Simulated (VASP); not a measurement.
## MgZnSeS with optB86b-vdW: from relaxation to properties

Wanted: the relaxed cell of MgZnSeS and its properties. The steps: rough relaxation of the start cell, full relaxation (optB86b-vdW), density, ELF and potential (optB86b-vdW), band structure (optB86b-vdW), total and projected DOS (optB86b-vdW) and optical spectrum (optB86b-vdW). The cell is invented: it takes the structure of a Materials Project entry for Zn2SeS (space group 160 there), with some of its atoms replaced by other elements, volume scaled by an estimate. It may not be a known or stable phase.

Method: optB86b-vdW; plane waves and PAW (Se, Zn, S, Mg); invented cell, in VASP 6.6.1.

## (1) Set-up

Before any relaxation, the start is as follows. Symmetry: R3m, No. 160, trigonal system. Conventional cell: a = 3.924 Å, b = 3.924 Å, c = 19.232 Å, α = 90.00°, β = 90.00°, γ = 120.00°. Nearest to Se lie 3 Mg at 2.43 Å and 1 Zn at 2.46 Å. Nearest to Zn lie 3 S at 2.38 Å and 1 Se at 2.46 Å. Nearest to S lie 1 Mg at 2.34 Å and 3 Zn at 2.38 Å. Mg has 1 S at 2.34 Å and 3 Se at 2.43 Å nearest. It derives from Zn2SeS. it takes the structure of a Materials Project entry for Zn2SeS (space group 160 there), with some of its atoms replaced by other elements, volume scaled by an estimate. Farther neighbours and most contacts between anions are not listed.

As a file:

```
Se Zn S Mg
1.0
     1.96197    1.13275    6.41052
    -1.96197    1.13275    6.41052
     0.00000   -2.26549    6.41052
Se Zn S Mg
1 1 1 1
Direct
  0.62453 0.62453 0.62453
  0.49638 0.49638 0.49638
  0.12535 0.12535 0.12535
  0.00374 0.00374 0.00374
```

## (2) Rough relaxation of the start cell

The start is only an estimate, so a cheap relaxation brings it near a minimum before any careful run. optB86b-vdW pairs nonlocal correlation with a less repulsive exchange of B86b form. LUSE_VDW switches on a nonlocal correlation term for dispersion.

File INCAR:

```
SYSTEM = MgZnSeS
PREC = Normal
ENCUT = 400
EDIFF = 1E-05
NELM = 60
ISMEAR = 0
SIGMA = 0.05
LREAL = .FALSE.
ALGO = Fast
GGA = MK
AGGAC = 0
LUSE_VDW = .TRUE.
PARAM1 = 0.1234
PARAM2 = 1
LASPH = .TRUE.
NBANDS = 19
LORBIT = 11
LWAVE = .FALSE.
LCHARG = .FALSE.
KPAR = 2
IBRION = 2
NSW = 40
ISIF = 3
EDIFFG = -0.04
```

File POSCAR:

```
MgZnSeS
1.0
    1.9619730000      1.1327460000      6.4105230000
   -1.9619730000      1.1327460000      6.4105230000
    0.0000000000     -2.2654920000      6.4105230000
Se Zn S Mg
1 1 1 1
Direct
    0.6245269400      0.6245269400      0.6245269400
    0.4963773900      0.4963773900      0.4963773900
    0.1253508100      0.1253508100      0.1253508100
    0.0037438600      0.0037438600      0.0037438600
```

File KPOINTS:

```
Automatic mesh
0
Gamma
5 5 5
0 0 0
```

Potentials, in the order of the species: Se, Zn, S and Mg (PBE family, release 64).

Started as:

```console
$ mpirun -np 2 vasp_std
```

Output:

```text
[banner, memory and clock lines left out]
running    2 mpi-ranks, on    1 nodes
 distrk:  each k-point on    1 cores,    2 groups
 distr:  one band on    1 cores,    1 groups

 POSCAR found type information on POSCAR SeZnS Mg
 POSCAR found :  4 types and       4 ions
|                                                                             |
|               ----> ADVICE to this user running VASP <----                  |
|                                                                             |
|     You have switched on vdW-DFT.                                           |
|     This routine was written and supplied by Jiri Klimes. We recommend      |
|     that you carefully read and cite the following publications:            |
|       J. Klimes, D.R. Bowler, A. Michelides                                 |
|          J. Phys.: Cond Matt. 22 022201 (2010)                              |
|       J. Klimes, D.R. Bowler, A. Michelides                                 |
|          Phys. Rev. B. 83, 195131 (2011)                                    |
|     and references therein.                                                 |
|                                                                             |

|                                                                             |
|               ----> ADVICE to this user running VASP <----                  |
|                                                                             |
|     You enforced a specific xc type in the INCAR file but a different       |
|     [... a line on the potential file left out ...]
|     I HOPE YOU KNOW WHAT YOU ARE DOING!                                     |
|                                                                             |

 LDA part: xc-table for (Slater+PW92), standard interpolation
 POSCAR, INCAR and KPOINTS ok, starting setup
 FFT: planning ... GRIDC
 FFT: planning ... GRID_SOFT
 FFT: planning ... GRID
 WAVECAR not read
 entering main loop
       N       E                     dE             d eps       ncg     rms          rms(c)
DAV:   1     0.140881820430E+03    0.14088E+03   -0.10092E+04   722   0.111E+03
DAV:   2     0.520655242906E+01   -0.13568E+03   -0.13026E+03   788   0.246E+02
DAV:   3    -0.733552676127E+01   -0.12542E+02   -0.12475E+02   890   0.790E+01
DAV:   4    -0.755261678429E+01   -0.21709E+00   -0.21691E+00   917   0.107E+01
DAV:   5    -0.755499384310E+01   -0.23771E-02   -0.23769E-02   922   0.114E+00    0.676E+00
RMM:   6    -0.674802371095E+01    0.80697E+00   -0.17668E+00   722   0.962E+00    0.545E+00
RMM:   7    -0.667690584441E+01    0.71118E-01   -0.73290E-01   722   0.601E+00    0.249E+00
RMM:   8    -0.668539121396E+01   -0.84854E-02   -0.12047E-01   722   0.268E+00    0.132E+00
RMM:   9    -0.668427758135E+01    0.11136E-02   -0.31398E-02   724   0.169E+00    0.361E-01
RMM:  10    -0.668419046453E+01    0.87117E-04   -0.70856E-03   728   0.727E-01    0.106E-01
RMM:  11    -0.668443047384E+01   -0.24001E-03   -0.19286E-03   731   0.360E-01    0.698E-02
RMM:  12    -0.668446096541E+01   -0.30492E-04   -0.65503E-04   754   0.170E-01    0.780E-02
RMM:  13    -0.668446632031E+01   -0.53549E-05   -0.12846E-04   689   0.812E-02    0.115E-02
RMM:  14    -0.668446836291E+01   -0.20426E-05   -0.36603E-05   591   0.460E-02
   1 F= -.66844684E+01 E0= -.66844684E+01  d E =-.668447E+01
 curvature:   0.00 expect dE= 0.000E+00 dE for cont linesearch  0.000E+00
 trial: gam= 0.00000 g(F)=  0.550E-01 g(S)=  0.251E+00 ort = 0.000E+00 (trialstep = 0.100E+01)
 search vector abs. value=  0.306E+00
 bond charge predicted
       N       E                     dE             d eps       ncg     rms          rms(c)
DAV:   1    -0.853802837064E+01   -0.18536E+01   -0.29870E+01   952   0.907E+01    0.929E+00
RMM:   2    -0.703631767179E+01    0.15017E+01   -0.45250E+00   722   0.226E+01    0.377E+00
RMM:   3    -0.684179400997E+01    0.19452E+00   -0.65002E-01   722   0.587E+00    0.162E+00
RMM:   4    -0.680541735343E+01    0.36377E-01   -0.90645E-02   722   0.220E+00    0.939E-01
RMM:   5    -0.679709035190E+01    0.83270E-02   -0.15108E-02   722   0.951E-01    0.154E-01
RMM:   6    -0.679736099931E+01   -0.27065E-03   -0.36158E-03   748   0.505E-01    0.121E-01
RMM:   7    -0.679742321450E+01   -0.62215E-04   -0.99211E-04   740   0.242E-01    0.291E-02
RMM:   8    -0.679744282675E+01   -0.19612E-04   -0.26585E-04   763   0.132E-01    0.319E-02
RMM:   9    -0.679744882167E+01   -0.59949E-05   -0.84584E-05   692   0.683E-02
   2 F= -.67974488E+01 E0= -.67974488E+01  d E =-.112980E+00
[... from here on, the cycles between the ionic steps are left out ...]
   3 F= -.68029514E+01 E0= -.68029514E+01  d E =-.118483E+00
   4 F= -.68028602E+01 E0= -.68028602E+01  d E =-.118392E+00
   5 F= -.68096957E+01 E0= -.68096957E+01  d E =-.683550E-02
   6 F= -.68119225E+01 E0= -.68119225E+01  d E =-.906235E-02
   7 F= -.68121499E+01 E0= -.68121499E+01  d E =-.928974E-02
   8 F= -.68128361E+01 E0= -.68128361E+01  d E =-.686204E-03
   9 F= -.68129091E+01 E0= -.68129091E+01  d E =-.759165E-03
  10 F= -.68128921E+01 E0= -.68128921E+01  d E =-.742152E-03
  11 F= -.68128998E+01 E0= -.68128998E+01  d E =-.749876E-03
  12 F= -.68129060E+01 E0= -.68129060E+01  d E =-.756033E-03
 curvature:  -0.33 expect dE=-0.197E-03 dE for cont linesearch -0.259E-05
 ZBRENT: accuracy reached
 trial: gam= 0.21496 g(F)=  0.150E-03 g(S)=  0.445E-03 ort = 0.144E-03 (trialstep = 0.108E+01)
 search vector abs. value=  0.779E-03
 bond charge predicted
       N       E                     dE             d eps       ncg     rms          rms(c)
DAV:   1    -0.681477257490E+01   -0.18616E-02   -0.54386E-02   760   0.201E+00    0.264E-01
RMM:   2    -0.681370323256E+01    0.10693E-02   -0.37994E-03   722   0.607E-01    0.133E-01
RMM:   3    -0.681336486817E+01    0.33836E-03   -0.73726E-04   722   0.196E-01    0.572E-02
RMM:   4    -0.681330018018E+01    0.64688E-04   -0.25774E-04   722   0.127E-01    0.292E-02
RMM:   5    -0.681329818989E+01    0.19903E-05   -0.48619E-05   659   0.704E-02
  13 F= -.68132982E+01 E0= -.68132982E+01  d E =-.392216E-03
 trial-energy change:   -0.000392  1 .order   -0.000496   -0.000673   -0.000320
 step:   2.0536(harm=  2.0536)  dis= 0.00581  next Energy=    -6.813548 (dE=-0.642E-03)
 reached required accuracy - stopping structural energy minimisation
```

Elapsed: 14 min, on 2 MPI ranks of Intel Xeon Platinum 8488C (Sapphire Rapids), shared host; peak memory 0.96 GiB; 29 min of CPU time.

The logs omit lines about the potential files and the build; timing stands in the text.

Parts of OUTCAR (step 2):

```text
ion  position               nearest neighbor table
   1  0.625  0.625  0.625-   4 2.43   4 2.43   4 2.43   2 2.46
   2  0.496  0.496  0.496-   3 2.38   3 2.38   3 2.38   1 2.46
   3  0.125  0.125  0.125-   4 2.34   2 2.38   2 2.38   2 2.38
   4  0.004  0.004  0.004-   3 2.34   1 2.43   1 2.43   1 2.43

  LATTYP: Found a trigonal (rhomboedric) cell.
 ALAT       =     6.7990629271
 COS(alpha) =     0.8334601677

 Subroutine GETGRP returns: Found  6 space group operations
 (whereof  6 operations were pure point group operations)

The static configuration has the point symmetry C_3v.

 Found     19 irreducible k-points:

   k-points           NKPTS =     19   k-points in BZ     NKDIM =     19   number of bands    NBANDS=     19

   dimension x,y,z NGX =    36 NGY =   36 NGZ =   36
   dimension x,y,z NGXF=    72 NGYF=   72 NGZF=   72

   ENCUT  =  400.0 eV  29.40 Ry    5.42 a.u.  11.09 11.09 11.09*2*pi/ulx,y,z

   NELECT =      26.0000    total number of electrons

 k-points in reciprocal lattice and weights: Automatic mesh
   0.00000000  0.00000000  0.00000000       0.008
   0.20000000  0.00000000  0.00000000       0.048
   0.40000000  0.00000000  0.00000000       0.048
   0.20000000  0.20000000  0.00000000       0.048
   0.40000000  0.20000000  0.00000000       0.096
  -0.40000000  0.20000000  0.00000000       0.096
  -0.20000000  0.20000000  0.00000000       0.048
   0.40000000  0.40000000  0.00000000       0.048
  -0.40000000  0.40000000  0.00000000       0.048
[...]
0.40000000  0.40000000  0.40000000       0.016
  -0.40000000  0.40000000  0.40000000       0.048

 average (electrostatic) potential at core
       1 -55.1627       2 -36.8364       3 -89.0961       4 -38.8689

 E-fermi :   1.6037

 k-point     1 :       0.0000    0.0000    0.0000
  band No.  band energies     occupation
    ...
      9       0.5947      2.00000
     10       0.5947      2.00000
     11       1.1324      2.00000
     12       1.3387      2.00000
     13       1.3387      2.00000
     14       3.0036      0.00000
     15       5.4284      0.00000
     16       7.6010      0.00000
     17       7.6010      0.00000
     18       8.0033      0.00000
    ...

 k-point     2 :       0.2000    0.0000    0.0000
  band No.  band energies     occupation
    ...
      9      -0.8091      2.00000
     10      -0.0900      2.00000
     11       0.2549      2.00000
     12       0.8376      2.00000
     13       1.0195      2.00000
     14       4.5234      0.00000
     15       6.3865      0.00000
     16       7.2679      0.00000
     17       7.6172      0.00000
     18       8.4564      0.00000
    ...

 k-point     3 :       0.4000    0.0000    0.0000
  band No.  band energies     occupation
    ...
      9      -1.5643      2.00000
     10      -1.2231      2.00000
     11      -0.2379      2.00000
     12      -0.0318      2.00000
     13       0.6029      2.00000
     14       5.1927      0.00000
     15       6.1156      0.00000
     16       7.1369      0.00000
     17       7.8708      0.00000
     18       8.4035      0.00000
    ...

Total vdW correction in eV:      5.6207993

  Total       -0.0903766     -0.0903767     -0.0696694      0.0000000      0.0000000      0.0000000
  in kB       -1.5820156     -1.5820167     -1.2195424      0.0000000      0.0000000      0.0000000
  external PRESSURE =      -1.4611916 kB  Pullay stress =       0.0000000 kB

  energy-cutoff  :      400.00
  volume of cell :       91.53
      direct lattice vectors                 reciprocal lattice vectors
     2.002500707  1.156144705  6.589004388     0.249687802  0.144157272  0.050589332
    -2.002500707  1.156144705  6.589004388    -0.249687802  0.144157272  0.050589332
     0.000000000 -2.312289410  6.589004388     0.000000000 -0.288314544  0.050589332

 POSITION                                       TOTAL-FORCE (eV/Angst)
 -----------------------------------------------------------------------------------
      0.00000      0.00000     12.27840        -0.000000     -0.000000     -0.018853
      0.00000      0.00000      9.82119         0.000000     -0.000000      0.000350
      0.00000      0.00000      2.53126        -0.000000     -0.000000     -0.020909
      0.00000      0.00000      0.07789         0.000000      0.000000      0.039412
 -----------------------------------------------------------------------------------
    total drift:                               -0.000000     -0.000014      0.001552

  FREE ENERGIE OF THE ION-ELECTRON SYSTEM (eV)
  ---------------------------------------------------
  free  energy   TOTEN  =        -6.8132981899 eV

  energy  without entropy=       -6.8132981899  energy(sigma->0) =       -6.81329819

Total vdW correction in eV:      5.6209800

 reached required accuracy - stopping structural energy minimisation

 total charge
# of ion       s       p       d       tot
------------------------------------------
    1        1.432   2.523   0.015   3.970
    2        0.505   0.407   9.792  10.704
    3        1.319   2.410   0.000   3.729
    4        0.174   0.154   0.038   0.367
--------------------------------------------------
tot          3.430   5.494   9.845  18.769

[... 3 further parts left out ...]
```

CONTCAR:

```
MgZnSeS
   1.00000000000000
     2.0025007074318801    1.1561447049688223    6.5890043880704496
    -2.0025007074318801    1.1561447049688223    6.5890043880704496
     0.0000000000000000   -2.3122894099376445    6.5890043880704496
  Se              Zn              S               Mg
     1     1     1     1
Direct
     0.6211562484365033    0.6211562484365033    0.6211562484365033
     0.4968475589968770    0.4968475589968770    0.4968475589968770
     0.1280548362781790    0.1280548362781790    0.1280548362781790
     0.0039403562884434    0.0039403562884434    0.0039403562884434
```

The gap is read on the k-mesh alone, so it is an upper bound where the band edges lie off the mesh. This relaxation is a rough one on cheap settings, only to bring the start near its minimum. The PAW data sets were made with PBE, which is usual practice but a small mismatch for other functionals. The run keeps the 6 symmetry operations of its start, so it cannot find a distortion of lower symmetry.

Step by step:

| step | energy less that of the first step (eV) | largest force (eV/Å) | pressure (GPa) | volume (Å³) |
| --- | --- | --- | --- | --- |
| 1 | 0.0000 | 0.7606 | 4.93 | 85.48 |
| 2 | -0.1130 | 0.2544 | -1.47 | 93.88 |
| 3 | -0.1185 | 0.3424 | -0.48 | 92.19 |
| 4 | -0.1184 | 0.3500 | -0.13 | 92.05 |
| 5 | -0.1252 | 0.1934 | -0.01 | 91.67 |
| 6 | -0.1275 | 0.0733 | 0.16 | 91.39 |
| 7 | -0.1277 | 0.0534 | 0.32 | 91.28 |
| 8 | -0.1284 | 0.0451 | -0.20 | 91.87 |
| 9 | -0.1284 | 0.0497 | -0.22 | 91.69 |
| 10 | -0.1284 | 0.0484 | -0.11 | 91.65 |
| 11 | -0.1284 | 0.0465 | -0.10 | 91.66 |
| 12 | -0.1284 | 0.0466 | -0.13 | 91.67 |
| 13 | -0.1288 | 0.0394 | -0.15 | 91.53 |

| conventional cell, symmetrised | before | after | change |
| --- | --- | --- | --- |
| a (Å) | 3.924 | 4.005 | +2.1 % |
| b (Å) | 3.924 | 4.005 | +2.1 % |
| c (Å) | 19.232 | 19.767 | +2.8 % |
| volume (Å³/atom) | 21.37 | 22.88 | +7.1 % |

The atoms that moved most (Å, as changes of fractional coordinates times the final cell):

| atom | dx | dy | dz | length |
| --- | --- | --- | --- | --- |
| Se1 | 0.000 | 0.000 | -0.067 | 0.067 |
| S3 | 0.000 | 0.000 | 0.053 | 0.053 |
| Zn2 | 0.000 | 0.000 | 0.009 | 0.009 |

The relaxed structure:

```xyz
4
Lattice="2.0025 1.1561 6.5890 -2.0025 1.1561 6.5890 0.0000 -2.3123 6.5890" Properties=species:S:1:pos:R:3 pbc="T T T"
Se    0.0000    0.0000   12.2784
Zn    0.0000    0.0000    9.8212
S     0.0000    0.0000    2.5313
Mg    0.0000    0.0000    0.0779
```

Numbers from this step:

```
electrons                       : 26
bands                           : 19
irreducible k-points            : 19
symmetry operations             : 6
free energy (TOTEN)             : -6.813 eV
Fermi energy                    : 1.604 eV
pressure                        : -0.1461 GPa
metallic                        : no
valence top at k                : 0, 0, 0
conduction bottom at k          : 0, 0, 0
least direct gap at k           : 0, 0, 0
SCF cycles over all ionic steps : 73
gap on the k-mesh               : 1.665 eV
least direct gap on the k-mesh  : 1.665 eV
```

It ends with a largest force of 0.039 eV/Å and a pressure of -0.15 GPa.

(Continued in part 2 of 5.)

[Lines on the potential files, build, host, timing and source positions are cut from VASP's logs without a mark.]

[Logs are printed without paths, hosts, clocks, repeated set-up lines and the standing remarks that a program may print on its own settings, such as how far it seeks lower states.]

[Hosts, paths, dates, database ids (printed as entryN), source tags and the programs' standing remarks are cut or masked in the printed files.]

[A measured line is paired with the nearest computed mode of its activity, which favours agreement.]
